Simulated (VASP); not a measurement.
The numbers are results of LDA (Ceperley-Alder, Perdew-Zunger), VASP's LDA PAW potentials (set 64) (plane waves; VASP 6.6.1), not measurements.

A VASP calculation is set up with these files.

### INCAR
```
! general
SYSTEM   =  TiCo
PREC     =  Accurate
ENCUT    =  520
LREAL    =  .FALSE.
LASPH    =  .TRUE.

! electronic loop
EDIFF    =  1E-7
NELM     =  100
ALGO     =  Normal
LMAXMIX  =  4

! smearing
ISMEAR   =  -5

! ions
ISIF     =  2

! output
LWAVE    =  .FALSE.
LCHARG   =  .TRUE.
LORBIT   =  11
NEDOS    =  601
```

KPOINTS:
```
Automatic mesh
0
Gamma
14 14 14
0 0 0
```

**POSCAR**
```
TiCo
5.8026210
  0.5000000341   0.0000000000   0.0000000000
  0.0000000000   0.5000000341   0.0000000000
  0.0000000000   0.0000000000   0.5000000341
Ti Co
1 1
Cart
  0.0000000000   0.0000000000   0.0000000000
  0.2500000171   0.2500000171   0.2500000171
```

POTCAR, in this order: Ti_sv Co (LDA.64 set). Program: vasp_std.

Output

OSZICAR:
```
       N       E                     dE             d eps       ncg     rms          rms(c)
DAV:   1     0.149467634247E+03    0.14947E+03   -0.10475E+04  3360   0.190E+03
DAV:   2    -0.106327985677E+02   -0.16010E+03   -0.15747E+03  3396   0.413E+02
DAV:   3    -0.195526324486E+02   -0.89198E+01   -0.88562E+01  5288   0.108E+02
DAV:   4    -0.198501518542E+02   -0.29752E+00   -0.29653E+00  4178   0.157E+01
DAV:   5    -0.198601630616E+02   -0.10011E-01   -0.10008E-01  4884   0.273E+00    0.142E+01
DAV:   6    -0.181071797649E+02    0.17530E+01   -0.13450E+01  3970   0.572E+01    0.690E+00
DAV:   7    -0.199018764754E+02   -0.17947E+01   -0.24411E+01  5400   0.521E+01    0.203E+01
DAV:   8    -0.175857775478E+02    0.23161E+01   -0.13624E+01  4988   0.385E+01    0.180E+00
DAV:   9    -0.176119892288E+02   -0.26212E-01   -0.24587E-01  4666   0.505E+00    0.179E+00
DAV:  10    -0.175974430291E+02    0.14546E-01   -0.74489E-02  5050   0.360E+00    0.478E-01
DAV:  11    -0.175959254356E+02    0.15176E-02   -0.62858E-03  4488   0.892E-01    0.241E-01
DAV:  12    -0.175954325525E+02    0.49288E-03   -0.19673E-03  5078   0.402E-01    0.418E-02
DAV:  13    -0.175954249883E+02    0.75642E-05   -0.54628E-05  3758   0.722E-02    0.254E-02
DAV:  14    -0.175954216048E+02    0.33835E-05   -0.21581E-05  5096   0.477E-02    0.377E-03
DAV:  15    -0.175954213545E+02    0.25032E-06   -0.85708E-07  4008   0.126E-02    0.118E-03
DAV:  16    -0.175954212203E+02    0.13418E-06   -0.50286E-08  2040   0.335E-03    0.565E-04
DAV:  17    -0.175954211966E+02    0.23643E-07   -0.18469E-08  1824   0.191E-03
   1 F= -.17595421E+02 E0= -.17595421E+02  d E =0.000000E+00
```

**OUTCAR**
```
------------------------ aborting loop because EDIFF is reached ----------------------------------------
  FORCE on cell =-STRESS in cart. coord.  units (eV):
  Direction    XX          YY          ZZ          XY          YZ          ZX
  --------------------------------------------------------------------------------------
  Total       -0.0401890     -0.0401890     -0.0401890     -0.0000000     -0.0000000      0.0000000
  in kB       -2.6365442     -2.6365442     -2.6365442     -0.0000000     -0.0000000      0.0000000
  external PRESSURE =      -2.6365442 kB  Pullay stress =       0.0000000 kB
  volume of cell :       24.42
      direct lattice vectors                 reciprocal lattice vectors
     2.901310698  0.000000000  0.000000000     0.344671807  0.000000000  0.000000000
     0.000000000  2.901310698  0.000000000     0.000000000  0.344671807  0.000000000
     0.000000000  0.000000000  2.901310698     0.000000000  0.000000000  0.344671807
 POSITION                                       TOTAL-FORCE (eV/Angst)
 -----------------------------------------------------------------------------------
      0.00000      0.00000      0.00000         0.000000      0.000000      0.000000
      1.45066      1.45066      1.45066         0.000000      0.000000      0.000000
 -----------------------------------------------------------------------------------
    total drift:                                0.000000      0.000000     -0.000000
  FREE ENERGIE OF THE ION-ELECTRON SYSTEM (eV)
  ---------------------------------------------------
  free  energy   TOTEN  =       -17.5954211966 eV

  energy  without entropy=      -17.5954211966  energy(sigma->0) =      -17.59542120

 total charge

# of ion       s       p       d       tot
------------------------------------------
    1        2.269   6.206   1.959  10.435
    2        0.560   0.490   7.421   8.471
--------------------------------------------------
tot          2.829   6.696   9.381  18.906
```
(Selected blocks of OUTCAR.)

For a metal the tetrahedron method with Blöchl corrections gives inexact stress and forces.

The compound is TiCo in the CsCl type structure. It was relaxed first, which changed the volume by -9 %. The run is not spin-polarised, so no magnetic state was tried. The electron count is odd and the run is not spin-polarised, which forces a metal.
